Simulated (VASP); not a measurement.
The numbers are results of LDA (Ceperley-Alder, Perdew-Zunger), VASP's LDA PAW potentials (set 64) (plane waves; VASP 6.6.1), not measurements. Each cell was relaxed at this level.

Which of these has an unstable (imaginary) mode at Γ?
A) BP, F-43m (216)
B) InGaN2, P3m1 (156)
C) C, Cmme (67)
D) FeP2, Pnnm (58)

C, C, Cmme (67). Its optical Γ-point modes are 49i, 53, 128, 883, 887, 1554, 1568, 1604, 1614 cm⁻¹.
